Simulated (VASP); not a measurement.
An input for Quantum ESPRESSO's pw.x (written as the equivalent of a VASP run, and not itself run):

```
&CONTROL
  calculation = 'scf'
  pseudo_dir = './pseudo'
  outdir = './out'
  tprnfor = .true.
  tstress = .true.
/
&SYSTEM
  ibrav = 0
  nat = 3
  ntyp = 2
  ecutwfc = 102
  occupations = 'smearing'
  smearing = 'gaussian'
  degauss = 0.003675
  input_dft = 'pbesol'
/
&ELECTRONS
  conv_thr = 7.3e-09
  electron_maxstep = 100
/
ATOMIC_SPECIES
  Cd 112.414 Cd.upf
  I 126.904 I.upf
CELL_PARAMETERS angstrom
     2.1107182   -3.7655476    0.0000000
     2.1107182    3.7655476    0.0000000
     0.0000000    0.0000000    6.8535895
ATOMIC_POSITIONS crystal
  Cd   1.0000000  0.0000000  0.0000000
  I    0.3333330  0.6666670  0.2485938
  I    0.6666670  0.3333330  0.7514062
K_POINTS automatic
  6 6 4 0 0 0
```

Q: Write the VASP files for the same calculation (PBEsol).

A: Several could match; the one computed here: 
**KPOINTS**
```
Automatic mesh
0
Gamma
6 6 4
0 0 0
```

**POSCAR**
```
CdI2
1.0
  2.1107182098  -3.7655476080   0.0000000000
  2.1107182098   3.7655476080   0.0000000000
  0.0000000000   0.0000000000   6.8535894882
Cd I
1 2
Cart
  2.1107182098  -3.7655476080   0.0000000000
  2.1107182098   1.2551850464   1.7037600738
  2.1107182098  -1.2551850464   5.1498294144
```

### INCAR
```
# general
SYSTEM =CdI2
PREC   =Accurate
ENCUT  =480
LREAL  =.FALSE.
LASPH  =.TRUE.

# electronic loop
EDIFF  =1E-7
NELM   =100
ALGO   =Normal
LMAXMIX=4

# smearing
ISMEAR =0
SIGMA  =0.05

# functional
GGA    =PS

# ions
ISIF   =2

# output
LWAVE  =.FALSE.
LCHARG =.FALSE.
```

POTCAR, in this order: Cd I (PBE.64 set). Program: vasp_std.

What does not carry over: the potentials are each code's own (VASP's PAW set, PseudoDojo norm-conserving files in pw.x), so ENCUT and ecutwfc are chosen apart and not converted; conv_thr bounds pw.x's estimated SCF error, while EDIFF bounds the energy change between steps.

The compound is CdI2 in the 1T layered structure. This cell was strained or had an atom moved on purpose.
